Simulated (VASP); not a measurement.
Given:

```
SrO
1.0
    0.00000     2.56699     2.56699
    2.56699     0.00000     2.56699
    2.56699     2.56699     0.00000
Sr O
1 1
Direct
  0.00000   0.00000   0.00000
  0.50000   0.50000   0.50000
```

These are PBEsol GGA, VASP's PBE PAW potentials (set 64) (plane waves; VASP) values and carry that method's errors. Settings: 650 eV cut-off, 8×8×8 Γ-centred mesh, Gaussian smearing of 0.050 eV, potentials Sr_sv O.

Q: Give the elastic stiffness tensor with the ions relaxed (GPa, in the frame of the cell).

A: 
```json
[
 {"": "xx", "xx": "186", "yy": "47.7", "zz": "47.7", "yz": "0.0", "xz": "0.0", "xy": "0.0"},
 {"": "yy", "xx": "47.7", "yy": "186", "zz": "47.7", "yz": "0.0", "xz": "0.0", "xy": "0.0"},
 {"": "zz", "xx": "47.7", "yy": "47.7", "zz": "186", "yz": "0.0", "xz": "0.0", "xy": "0.0"},
 {"": "yz", "xx": "0.0", "yy": "0.0", "zz": "0.0", "yz": "55.0", "xz": "0.0", "xy": "0.0"},
 {"": "xz", "xx": "0.0", "yy": "0.0", "zz": "0.0", "yz": "0.0", "xz": "55.0", "xy": "0.0"},
 {"": "xy", "xx": "0.0", "yy": "0.0", "zz": "0.0", "yz": "0.0", "xz": "0.0", "xy": "55.0"}
]
```

Q: Predict the Hill bulk modulus, Hill shear modulus, Young's modulus, Poisson's ratio.

A: 
```
Quantity              Result
------------------  --------
Hill bulk modulus   93.7 GPa
Hill shear modulus  60.2 GPa
Young's modulus      149 GPa
Poisson's ratio        0.235
```

The structure comes from a measured SrO entry (Fm-3m) of the Crystallography Open Database, whose conditions weren't checked. It was relaxed first.
